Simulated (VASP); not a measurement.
Output of a VASP run:

OSZICAR:
```
...
RMM:   5    -0.287818447363E+03    0.45461E-05   -0.15901E-04   651   0.250E-02    0.137E-02
RMM:   6    -0.287818449391E+03   -0.20279E-05   -0.31212E-05   443   0.121E-02
   4 F= -.28781845E+03 E0= -.28781828E+03  d E =-.892317E-02  mag=     1.0000
       N       E                     dE             d eps       ncg     rms          rms(c)
DAV:   1    -0.287819639404E+03   -0.11920E-02   -0.21146E-01   680   0.841E-01    0.275E-01
RMM:   2    -0.287820818772E+03   -0.11794E-02   -0.15209E-02   648   0.265E-01    0.679E-02
RMM:   3    -0.287821064428E+03   -0.24566E-03   -0.29113E-03   675   0.117E-01    0.643E-02
RMM:   4    -0.287821066928E+03   -0.25004E-05   -0.42119E-04   672   0.482E-02    0.452E-02
RMM:   5    -0.287821063238E+03    0.36904E-05   -0.18121E-04   651   0.263E-02    0.144E-02
RMM:   6    -0.287821064570E+03   -0.13320E-05   -0.33214E-05   453   0.127E-02
   5 F= -.28782106E+03 E0= -.28782081E+03  d E =-.115384E-01  mag=     1.0000
       N       E                     dE             d eps       ncg     rms          rms(c)
DAV:   1    -0.287824340646E+03   -0.32774E-02   -0.10997E-01   704   0.618E-01    0.192E-01
RMM:   2    -0.287824897863E+03   -0.55722E-03   -0.70067E-03   648   0.185E-01    0.522E-02
RMM:   3    -0.287825034035E+03   -0.13617E-03   -0.14812E-03   695   0.819E-02    0.494E-02
RMM:   4    -0.287825027424E+03    0.66106E-05   -0.16040E-04   651   0.320E-02    0.335E-02
RMM:   5    -0.287825027484E+03   -0.59381E-07   -0.12407E-04   649   0.202E-02    0.115E-02
RMM:   6    -0.287825027630E+03   -0.14639E-06   -0.18052E-05   403   0.948E-03
   6 F= -.28782503E+03 E0= -.28782464E+03  d E =-.396306E-02  mag=     1.0000
       N       E                     dE             d eps       ncg     rms          rms(c)
DAV:   1    -0.287824367335E+03    0.66015E-03   -0.27436E-01   664   0.977E-01    0.302E-01
RMM:   2    -0.287825769660E+03   -0.14023E-02   -0.17597E-02   648   0.292E-01    0.820E-02
RMM:   3    -0.287826123255E+03   -0.35360E-03   -0.37992E-03   696   0.130E-01    0.786E-02
RMM:   4    -0.287826108383E+03    0.14872E-04   -0.40373E-04   651   0.507E-02    0.543E-02
RMM:   5    -0.287826108538E+03   -0.15454E-06   -0.32419E-04   651   0.323E-02    0.190E-02
RMM:   6    -0.287826108494E+03    0.43947E-07   -0.47637E-05   508   0.152E-02
   7 F= -.28782611E+03 E0= -.28782535E+03  d E =-.504392E-02  mag=     1.0000
       N       E                     dE             d eps       ncg     rms          rms(c)
DAV:   1    -0.287826284714E+03   -0.17618E-03   -0.32597E-02   680   0.335E-01    0.980E-02
RMM:   2    -0.287826434711E+03   -0.15000E-03   -0.18611E-03   648   0.968E-02    0.264E-02
RMM:   3    -0.287826465512E+03   -0.30801E-04   -0.37074E-04   683   0.423E-02    0.237E-02
RMM:   4    -0.287826464020E+03    0.14914E-05   -0.45865E-05   526   0.170E-02
   8 F= -.28782646E+03 E0= -.28782588E+03  d E =-.539945E-02  mag=     1.0000
       N       E                     dE             d eps       ncg     rms          rms(c)
DAV:   1    -0.287827943393E+03   -0.14779E-02   -0.87947E-02   656   0.549E-01    0.170E-01
RMM:   2    -0.287828384399E+03   -0.44101E-03   -0.55924E-03   648   0.165E-01    0.401E-02
RMM:   3    -0.287828476486E+03   -0.92087E-04   -0.10702E-03   663   0.735E-02    0.406E-02
RMM:   4    -0.287828481938E+03   -0.54518E-05   -0.17903E-04   680   0.313E-02    0.319E-02
RMM:   5    -0.287828478115E+03    0.38228E-05   -0.76821E-05   644   0.172E-02
   9 F= -.28782848E+03 E0= -.28782769E+03  d E =-.201409E-02  mag=     1.0000
```

**OUTCAR**
```
------------------------ aborting loop because EDIFF is reached ----------------------------------------
  FORCE on cell =-STRESS in cart. coord.  units (eV):
  Direction    XX          YY          ZZ          XY          YZ          ZX
  --------------------------------------------------------------------------------------
  Total        3.7746703      3.7836198      3.8039445     -0.0607880     -0.0572317     -0.0364050
  in kB        4.4615628      4.4721410      4.4961643     -0.0718498     -0.0676464     -0.0430298
  external PRESSURE =       4.4766227 kB  Pullay stress =       0.0000000 kB
  volume of cell :     1355.51
      direct lattice vectors                 reciprocal lattice vectors
    11.067109208  0.000000000  0.000000000     0.090357832  0.000000000  0.000000000
     0.000000000 11.067109208  0.000000000     0.000000000  0.090357832  0.000000000
     0.000000000  0.000000000 11.067109208     0.000000000  0.000000000  0.090357832
  FREE ENERGIE OF THE ION-ELECTRON SYSTEM (eV)
  ---------------------------------------------------
  free  energy   TOTEN  =      -287.8284781149 eV

  energy  without entropy=     -287.8269111943  energy(sigma->0) =     -287.82769465

 total charge

# of ion       s       p       d       tot
------------------------------------------
    1        1.049   1.227   0.157   2.433
    2        1.049   1.228   0.158   2.434
    3        1.049   1.228   0.157   2.434
    4        1.050   1.227   0.157   2.434
    5        1.050   1.226   0.157   2.432
    6        1.050   1.225   0.157   2.431
    7        1.049   1.226   0.157   2.433
    8        1.050   1.226   0.157   2.433
    9        1.045   1.215   0.161   2.421
   10        1.050   1.226   0.157   2.432
   11        1.050   1.225   0.157   2.432
   12        1.050   1.225   0.157   2.431
   13        1.049   1.225   0.157   2.431
   14        1.049   1.227   0.157   2.433
   15        1.049   1.226   0.157   2.432
   16        1.050   1.225   0.157   2.431
   17        1.045   1.215   0.161   2.420
   18        1.050   1.226   0.157   2.433
   19        1.049   1.227   0.157   2.433
   20        1.044   1.218   0.164   2.426
   21        1.044   1.218   0.162   2.425
   22        1.049   1.228   0.158   2.435
   23        1.049   1.227   0.157   2.433
   24        1.050   1.225   0.157   2.432
   25        1.049   1.228   0.157   2.434
   26        1.049   1.227   0.157   2.433
   27        1.050   1.225   0.157   2.432
   28        1.050   1.225   0.157   2.432
   29        1.049   1.227   0.157   2.433
   30        1.050   1.227   0.157   2.435
   31        1.049   1.228   0.157   2.434
   32        1.049   1.226   0.157   2.433
   33        1.014   1.521   0.000   2.535
   34        1.013   1.525   0.000   2.538
   35        1.013   1.525   0.000   2.538
   36        1.012   1.525   0.000   2.537
   37        1.015   1.518   0.000   2.533
   38        1.012   1.524   0.000   2.537
   39        1.012   1.525   0.000   2.537
   40        1.016   1.516   0.000   2.533
   41        1.016   1.518   0.000   2.534
   42        1.013   1.525   0.000   2.538
   43        1.012   1.524   0.000   2.536
   44        1.013   1.525   0.000   2.538
   45        1.012   1.525   0.000   2.537
   46        1.014   1.520   0.000   2.534
   47        1.013   1.525   0.000   2.538
   48        1.016   1.515   0.000   2.532
...
```
(Selected blocks of OUTCAR.)

File POSCAR:
```
Ga32HP32
1
   11.0671092084     0.0000000000     0.0000000000
    0.0000000000    11.0671092084     0.0000000000
   -0.0000000000    -0.0000000000    11.0671092084
Ga P H
32 32 1
Direct
  0.5000000000   0.0000000000   0.0000000000
  0.7500000000   0.2500000000   0.0000000000
  0.7500000000   0.0000000000   0.2500000000
  0.0000000000   0.0000000000   0.0000000000
  0.2500000000   0.2500000000   0.0000000000
  0.5000000000   0.5000000000   0.0000000000
  0.7500000000   0.7500000000   0.0000000000
  0.2500000000   0.0000000000   0.2500000000
  0.5018570000   0.2545110000   0.2512540000
  0.7500000000   0.5000000000   0.2500000000
  0.5000000000   0.0000000000   0.5000000000
  0.7500000000   0.2500000000   0.5000000000
  0.7500000000   0.0000000000   0.7500000000
  0.0000000000   0.5000000000   0.0000000000
  0.2500000000   0.7500000000   0.0000000000
  0.0000000000   0.2500000000   0.2500000000
  0.2496280000   0.5004010000   0.2507020000
  0.5000000000   0.7500000000   0.2500000000
  0.0000000000   0.0000000000   0.5000000000
  0.2456200000   0.2464350000   0.4976640000
  0.4980810000   0.5003660000   0.4964600000
  0.7500000000   0.7500000000   0.5000000000
  0.2500000000   0.0000000000   0.7500000000
  0.5000000000   0.2500000000   0.7500000000
  0.7500000000   0.5000000000   0.7500000000
  0.0000000000   0.7500000000   0.2500000000
  0.0000000000   0.5000000000   0.5000000000
  0.2500000000   0.7500000000   0.5000000000
  0.0000000000   0.2500000000   0.7500000000
  0.2500000000   0.5000000000   0.7500000000
  0.5000000000   0.7500000000   0.7500000000
  0.0000000000   0.7500000000   0.7500000000
  0.6250000000   0.1250000000   0.1250000000
  0.8750000000   0.3750000000   0.1250000000
  0.8750000000   0.1250000000   0.3750000000
  0.1250000000   0.1250000000   0.1250000000
  0.3775060000   0.3754480000   0.1218650000
  0.6250000000   0.6250000000   0.1250000000
  0.8750000000   0.8750000000   0.1250000000
  0.3781230000   0.1259680000   0.3745900000
  0.6205810000   0.3716930000   0.3763330000
  0.8750000000   0.6250000000   0.3750000000
  0.6250000000   0.1250000000   0.6250000000
  0.8750000000   0.3750000000   0.6250000000
  0.8750000000   0.1250000000   0.8750000000
  0.1250000000   0.6250000000   0.1250000000
  0.3750000000   0.8750000000   0.1250000000
  0.1256170000   0.3750980000   0.3750620000
  0.3707370000   0.6222330000   0.3728250000
  0.6250000000   0.8750000000   0.3750000000
  0.1250000000   0.1250000000   0.6250000000
  0.3782530000   0.3705100000   0.6215560000
  0.6250000000   0.6250000000   0.6250000000
  0.8750000000   0.8750000000   0.6250000000
  0.3750000000   0.1250000000   0.8750000000
  0.6250000000   0.3750000000   0.8750000000
  0.8750000000   0.6250000000   0.8750000000
  0.1250000000   0.8750000000   0.3750000000
  0.1250000000   0.6250000000   0.6250000000
  0.3750000000   0.8750000000   0.6250000000
  0.1250000000   0.3750000000   0.8750000000
  0.3750000000   0.6250000000   0.8750000000
  0.6250000000   0.8750000000   0.8750000000
  0.1250000000   0.8750000000   0.8750000000
  0.3730020000   0.3733460000   0.3774440000
```

Q: Reconstruct the remaining input files.

A: Several could match; the one computed here: the input of the run itself, PBE GGA, plane waves, VASP's PBE PAW potentials (set 64).

**INCAR**
```
ALGO = Fast
EDIFF = 1E-5
EDIFFG = -0.03
ENCUT = 400
GGA = PE
IBRION = 2
ISIF = 2
ISMEAR = 0
ISPIN = 2
ISYM = 0
LASPH = .TRUE.
LCHARG = .FALSE.
LMAXMIX = 4
LORBIT = 10
LREAL = Auto
LWAVE = .TRUE.
MAGMOM = 65*0.0154
NELM = 100
NELMIN = 4
NSW = 60
NUPDOWN = 1
PREC = Normal
SIGMA = 0.05
SYSTEM = Ga32HP32
```

KPOINTS:
```
Regular mesh
0
G
  1 1 1
0 0 0
```

POTCAR, in this order: Ga P H (PBE.64 set). Program: vasp_gam.

The supercell is sampled at Γ alone, which is coarse: total energies, pressure and levels can be off, energies of defects by several tenths of an eV.

The cell is a supercell with a defect, built from GaP (zinc blende): H_i.
